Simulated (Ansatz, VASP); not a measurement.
# Cross-check of TiTe2 between VASP and Ansatz

One calculation is typed for both programs; each brings its own data sets. How far apart do they land? The cell is taken from a series of runs on this material, whose earlier steps may have relaxed, scaled, displaced or heated it; both programs get it as it stands.

Calculated with Ansatz 0.2.0; plane waves, with VASP 6.6.1 beside it; zone-centre phonons at PBE with D3(BJ).

**1. Starting point**

The structure is trigonal, space group P-3m1 (No. 164). Conventional cell: a = 3.711 Å, b = 3.711 Å, c = 6.432 Å, α = 90.00°, β = 90.00°, γ = 120.00°. Nearest to Ti lie 6 Te at 2.75 Å. Te has 3 Ti at 2.75 Å nearest. Farther neighbours and most contacts between anions are not listed.

Structure file:

```xyz
3
Lattice="3.7112 0.0000 0.0000 -1.8556 3.2140 0.0000 0.0000 0.0000 6.4319" Properties=species:S:1:pos:R:3 pbc="T T T"
Ti    0.0000    0.0000    0.0000
Te    1.8556    1.0713    1.7298
Te    0.0000    2.1426    4.7021
```

**2. VASP: zone-centre phonons, PBE with D3(BJ)**

Second derivatives magnify differences that forces hide, and they need a tight electronic threshold.

Lines of VASP's logs that name or quote its potential files are left out, and so is its time.

INCAR reads:

```
SYSTEM = TiTe2
PREC = Accurate
ENCUT = 500
EDIFF = 1E-08
NELM = 120
ISMEAR = 1
SIGMA = 0.2
LREAL = .FALSE.
ALGO = Normal
GGA = PE
IVDW = 12
NBANDS = 18
LASPH = .TRUE.
LORBIT = 11
LWAVE = .FALSE.
LCHARG = .FALSE.
ISIF = 2
IBRION = 6
NFREE = 2
POTIM = 0.015
NSW = 1
GGA_COMPAT = .FALSE.
KPAR = 2
```

POSCAR reads:

```
TiTe2
1.0
    3.7111603292      0.0000000000      0.0000000000
   -1.8555801646      3.2139591225      0.0000000000
    0.0000000000      0.0000000000      6.4318840517
Ti Te
1 2
Direct
    0.0000000000      0.0000000000      0.0000000000
    0.6666666667      0.3333333333      0.2689463286
    0.3333333333      0.6666666667      0.7310536714
```

KPOINTS reads:

```
Automatic mesh
0
Gamma
15 15 8
0 0 0
```

PAW data sets: Ti_sv and Te (PBE family, release 64).

Started as:

```
$ mpirun -np 2 vasp_std
```

Numbers of over 12 decimals in the logs are rounded to 6 here.

The program printed:

```text
[banner, memory and clock lines left out]
running    2 mpi-ranks, on    1 nodes
 distrk:  each k-point on    1 cores,    2 groups
 distr:  one band on    1 cores,    1 groups

 POSCAR found type information on POSCAR TiTe
 POSCAR found :  2 types and       3 ions
 LDA part: xc-table for (Slater+PW92), standard interpolation
 POSCAR, INCAR and KPOINTS ok, starting setup
 FFT: planning ... GRIDC
 FFT: planning ... GRID_SOFT
 FFT: planning ... GRID
 WAVECAR not read
 entering main loop
       N       E                     dE             d eps       ncg     rms          rms(c)
DAV:   1     0.176012070805E+03    0.17601E+03   -0.10672E+04  6920   0.121E+03
DAV:   2    -0.169652421092E+01   -0.17771E+03   -0.17388E+03  7332   0.308E+02
DAV:   3    -0.176493553978E+02   -0.15953E+02   -0.15569E+02 10674   0.855E+01
DAV:   4    -0.182045202306E+02   -0.55516E+00   -0.55154E+00  8718   0.149E+01
DAV:   5    -0.182252123324E+02   -0.20692E-01   -0.20685E-01 10456   0.281E+00    0.123E+01
DAV:   6    -0.183293585743E+02   -0.10415E+00   -0.36658E+01  8090   0.387E+01    0.134E+01
DAV:   7    -0.163805398170E+02    0.19488E+01   -0.27515E+01  8882   0.319E+01    0.523E+00
DAV:   8    -0.161658372586E+02    0.21470E+00   -0.13791E+00  8092   0.843E+00    0.177E+00
DAV:   9    -0.161819806193E+02   -0.16143E-01   -0.19382E-01  9410   0.287E+00    0.146E+00
DAV:  10    -0.161697132626E+02    0.12267E-01   -0.22476E-01  8334   0.338E+00    0.807E-01
DAV:  11    -0.161666093985E+02    0.31039E-02   -0.29789E-02  8216   0.129E+00    0.368E-01
DAV:  12    -0.161665901021E+02    0.19296E-04   -0.29149E-03  8388   0.390E-01    0.240E-01
DAV:  13    -0.161664646886E+02    0.12541E-03   -0.55243E-04  8370   0.178E-01    0.394E-02
DAV:  14    -0.161664683428E+02   -0.36542E-05   -0.16173E-05  7862   0.338E-02    0.362E-02
DAV:  15    -0.161664635180E+02    0.48248E-05   -0.16012E-05  8640   0.308E-02    0.784E-03
DAV:  16    -0.161664632366E+02    0.28149E-06   -0.20934E-06  9344   0.805E-03    0.302E-03
DAV:  17    -0.161664633335E+02   -0.96989E-07   -0.95254E-08  9138   0.189E-03    0.129E-03
DAV:  18    -0.161664634074E+02   -0.73836E-07   -0.24886E-08  6084   0.957E-04    0.935E-04
DAV:  19    -0.161664634029E+02    0.44765E-08   -0.58777E-09  4198   0.574E-04
   1 F= -.17709994E+02 E0= -.17710407E+02  d E =0.123699E-02
[... from here on, the cycles between the ionic steps are left out ...]
   2 F= -.17709426E+02 E0= -.17709835E+02  d E =0.122632E-02
   3 F= -.17709426E+02 E0= -.17709835E+02  d E =0.122632E-02
   4 F= -.17708705E+02 E0= -.17709114E+02  d E =0.122876E-02
   5 F= -.17708705E+02 E0= -.17709114E+02  d E =0.122877E-02
   6 F= -.17709585E+02 E0= -.17709996E+02  d E =0.123428E-02
   7 F= -.17709585E+02 E0= -.17709996E+02  d E =0.123429E-02
   8 F= -.17709249E+02 E0= -.17709668E+02  d E =0.125526E-02
 Finite differences progress:
  Degree of freedom:   4/  4
  Displacement:        1/  2
  Total:               7/  8
 bond charge predicted
       N       E                     dE             d eps       ncg     rms          rms(c)
DAV:   1    -0.161643557814E+02    0.12952E-02   -0.41683E-01  6972   0.275E+00    0.244E-01
DAV:   2    -0.161658045359E+02   -0.14488E-02   -0.18866E-02  7980   0.813E-01    0.213E-01
DAV:   3    -0.161654980919E+02    0.30644E-03   -0.33984E-03  8896   0.396E-01    0.944E-02
DAV:   4    -0.161654715096E+02    0.26582E-04   -0.24635E-04  8152   0.997E-02    0.772E-02
DAV:   5    -0.161654769249E+02   -0.54153E-05   -0.46042E-05  7808   0.514E-02    0.135E-02
DAV:   6    -0.161654770583E+02   -0.13343E-06   -0.49525E-06  8042   0.144E-02    0.533E-03
DAV:   7    -0.161654775650E+02   -0.50668E-06   -0.44643E-07  8936   0.415E-03    0.365E-03
DAV:   8    -0.161654778203E+02   -0.25532E-06   -0.95590E-08  7970   0.181E-03    0.154E-03
DAV:   9    -0.161654778283E+02   -0.79594E-08   -0.72652E-09  4412   0.561E-04
   9 F= -.17708937E+02 E0= -.17709343E+02  d E =0.121853E-02
 Finite differences progress:
  Degree of freedom:   4/  4
  Displacement:        2/  2
  Total:               8/  8
```

Parts of OUTCAR (step 2):

```text
ion  position               nearest neighbor table
   1  0.000  0.000  0.000-   2 2.75   3 2.75   3 2.75   2 2.75   2 2.75   3 2.75
   2  0.667  0.333  0.269-   1 2.75   1 2.75   1 2.75   3 3.66   3 3.66   3 3.66
   3  0.333  0.667  0.731-   1 2.75   1 2.75   1 2.75   2 3.66   2 3.66   2 3.66

  LATTYP: Found a hexagonal cell.
 ALAT       =     3.7111603292
 C/A-ratio  =     1.7331194239

 Subroutine GETGRP returns: Found 12 space group operations
 (whereof 12 operations were pure point group operations)

The static configuration has the point symmetry D_3d.

 Found    192 irreducible k-points:

   k-points           NKPTS =    192   k-points in BZ     NKDIM =    192   number of bands    NBANDS=     18

   dimension x,y,z NGX =    28 NGY =   28 NGZ =   48
   dimension x,y,z NGXF=    56 NGYF=   56 NGZF=   96

   ENCUT  =  500.0 eV  36.75 Ry    6.06 a.u.   6.77  6.77 11.73*2*pi/ulx,y,z

   NELECT =      24.0000    total number of electrons

 k-points in reciprocal lattice and weights: Automatic mesh
   0.00000000  0.00000000  0.00000000       0.001
   0.06666667  0.00000000  0.00000000       0.003
   0.13333333  0.00000000  0.00000000       0.003
   0.20000000 -0.00000000  0.00000000       0.003
   0.26666667  0.00000000  0.00000000       0.003
   0.33333333 -0.00000000  0.00000000       0.003
   0.40000000  0.00000000  0.00000000       0.003
   0.46666667  0.00000000  0.00000000       0.003
   0.06666667  0.06666667  0.00000000       0.003
[...]
0.33333333  0.26666667  0.50000000       0.007
   0.33333333  0.33333333  0.50000000       0.001

 Edisp (eV)   -1.54360

 average (electrostatic) potential at core
       1 -74.0715       2 -86.8529       3 -86.8486

 E-fermi :   7.4155

 k-point     1 :       0.0000    0.0000    0.0000
  band No.  band energies     occupation
    ...
      5      -5.2782      2.00000
      6      -3.6567      2.00000
      7       1.8818      2.00000
      8       5.7656      2.00000
      9       5.7656      2.00000
     10       7.6592     -0.07090
     11       7.8237     -0.01397
     12       7.8237     -0.01397
     13       8.0238     -0.00015
     14       8.6320     -0.00000
    ...

 k-point     2 :       0.0667    0.0000    0.0000
  band No.  band energies     occupation
    ...
      5      -5.2252      2.00000
      6      -3.6279      2.00000
      7       1.9455      2.00000
      8       5.6257      2.00000
      9       5.7727      2.00000
     10       7.4801      0.48392
     11       7.6665     -0.07065
     12       7.6969     -0.06304
     13       7.9899     -0.00038
     14       8.5323     -0.00000
    ...

 k-point     3 :       0.1333    0.0000    0.0000
  band No.  band energies     occupation
    ...
      7       2.1341      2.00000
      8       5.2601      2.00000
      9       5.7887      2.00000
     10       6.6673      2.00000
     11       7.3432      1.56963
     12       7.6452     -0.06892
     13       7.7595     -0.03537
     14       8.4748     -0.00000
     15       8.7731     -0.00000
     16      10.2145     -0.00000
    ...

 Edisp (eV)   -1.54346

  Total      -0.19044    -0.19044    -0.09653     0.00000     0.00000     0.00000
  in kB      -3.97722    -3.97722    -2.01593     0.00000     0.00000     0.00000
  external pressure =       -3.32 kB  Pullay stress =        0.00 kB

  energy-cutoff  :      500.00
  volume of cell :       76.72
      direct lattice vectors                 reciprocal lattice vectors
     3.711160329  0.000000000  0.000000000     0.269457504  0.155571363  0.000000000
    -1.855580165  3.213959122  0.000000000     0.000000000  0.311142725  0.000000000
     0.000000000  0.000000000  6.431884052     0.000000000  0.000000000  0.155475440

 POSITION                                       TOTAL-FORCE (eV/Angst)
 -----------------------------------------------------------------------------------
      0.00000      0.00000      0.00000        -0.000000      0.000000     -0.086742
      1.85558      1.07132      1.71483         0.000000      0.000000      0.131865
     -0.00000      2.14264      4.70205         0.000000     -0.000000     -0.045123
 -----------------------------------------------------------------------------------
    total drift:                                0.000000      0.000000     -0.000022

  FREE ENERGIE OF THE ION-ELECTRON SYSTEM (eV)
  ---------------------------------------------------
  free  energy   TOTEN  =       -17.7089373001 eV

  energy  without entropy=      -17.7101558280  energy(sigma->0) =      -17.70934348

 Eigenvectors and eigenvalues of the dynamical matrix
 ----------------------------------------------------

   1 f  =    8.339631 THz    52.399450 2PiTHz  278.180163 cm-1    34.489929 meV
             X         Y         Z           dx          dy          dz
      0.000000  0.000000  0.000000    -0.000000   -0.000000    0.917595
      1.855580  1.071320  1.729832    -0.000000   -0.000000   -0.281086
     -0.000000  2.142639  4.702052     0.000000    0.000000   -0.281086

   2 f  =    5.533188 THz    34.766044 2PiTHz  184.567279 cm-1    22.883416 meV
             X         Y         Z           dx          dy          dz
      0.000000  0.000000  0.000000    -0.917533   -0.000001    0.000000
      1.855580  1.071320  1.729832     0.281189    0.000000   -0.000000
     -0.000000  2.142639  4.702052     0.281189    0.000000    0.000000

   3 f  =    5.533188 THz    34.766044 2PiTHz  184.567279 cm-1    22.883416 meV
             X         Y         Z           dx          dy          dz
      0.000000  0.000000  0.000000     0.000001   -0.917533   -0.000000
      1.855580  1.071320  1.729832    -0.000000    0.281189   -0.000000
     -0.000000  2.142639  4.702052    -0.000000    0.281189    0.000000

   4 f  =    4.437790 THz    27.883457 2PiTHz  148.028741 cm-1    18.353217 meV
             X         Y         Z           dx          dy          dz
      0.000000  0.000000  0.000000     0.000000    0.000000    0.000000
      1.855580  1.071320  1.729832    -0.000000   -0.000000   -0.707107
     -0.000000  2.142639  4.702052     0.000000    0.000000    0.707107

   5 f  =    3.017512 THz    18.959587 2PiTHz  100.653365 cm-1    12.479421 meV
             X         Y         Z           dx          dy          dz
      0.000000  0.000000  0.000000     0.000000   -0.000000   -0.000000
      1.855580  1.071320  1.729832     0.707107    0.000001    0.000000
     -0.000000  2.142639  4.702052    -0.707107   -0.000001    0.000000

   6 f  =    3.017512 THz    18.959587 2PiTHz  100.653365 cm-1    12.479421 meV
             X         Y         Z           dx          dy          dz
      0.000000  0.000000  0.000000     0.000000   -0.000000   -0.000000
      1.855580  1.071320  1.729832     0.000001   -0.707107    0.000000
     -0.000000  2.142639  4.702052    -0.000001    0.707107   -0.000000

   7 f/i=    0.000462 THz     0.002903 2PiTHz    0.015410 cm-1     0.001911 meV
             X         Y         Z           dx          dy          dz
      0.000000  0.000000  0.000000     0.000000   -0.000000   -0.397515
      1.855580  1.071320  1.729832     0.000000   -0.000000   -0.648838
     -0.000000  2.142639  4.702052     0.000000   -0.000000   -0.648838

   8 f/i=    0.001183 THz     0.007433 2PiTHz    0.039459 cm-1     0.004892 meV
             X         Y         Z           dx          dy          dz
      0.000000  0.000000  0.000000     0.097799   -0.385447    0.000000
      1.855580  1.071320  1.729832     0.159562   -0.628866    0.000000
     -0.000000  2.142639  4.702052     0.159562   -0.628866    0.000000

   9 f/i=    0.001183 THz     0.007433 2PiTHz    0.039459 cm-1     0.004892 meV
             X         Y         Z           dx          dy          dz
      0.000000  0.000000  0.000000    -0.385447   -0.097799   -0.000000
      1.855580  1.071320  1.729832    -0.628866   -0.159562   -0.000000
     -0.000000  2.142639  4.702052    -0.628866   -0.159562   -0.000000

 ELASTIC MODULI CONTR FROM IONIC RELAXATION (kBar)
 Direction    XX          YY          ZZ          XY          YZ          ZX
 --------------------------------------------------------------------------------
 XX        -210.6797   -135.1979   -332.1272      0.0000   -121.0597      0.0000
 YY        -135.1979   -210.6797   -332.1272      0.0000    121.0597      0.0000
 ZZ        -332.1272   -332.1272   -637.8469      0.0000     -0.0000      0.0000
 XY           0.0000      0.0000      0.0000    -37.7409      0.0000   -121.0595
 YZ        -121.0597    121.0597     -0.0000      0.0000   -388.3176      0.0000
 ZX           0.0000      0.0000      0.0000   -121.0595      0.0000   -388.3165
 --------------------------------------------------------------------------------

 total charge
# of ion       s       p       d       tot
------------------------------------------
    1        2.169   6.127   1.901  10.196
    2        1.384   2.000   0.043   3.428
    3        1.384   2.000   0.043   3.428
--------------------------------------------------
tot          4.938  10.127   1.987  17.052

[... 3 further parts left out ...]
```

This run has no spin polarisation, so a moment on Ti, if there is one, isn't seen.

Levels, forces or a CONTCAR printed for this step are those of its last displaced cell, not of the structure at rest.

(Continued in part 2 of 2.)

[Lines on the potential files, build, host, timing and source positions are cut from VASP's logs without a mark.]

[Logs are printed without paths, hosts, clocks, repeated set-up lines and the standing remarks that a program may print on its own settings, such as how far it seeks lower states.]

[Hosts, paths, dates, database ids (printed as entryN), source tags and the programs' standing remarks are cut or masked in the printed files.]
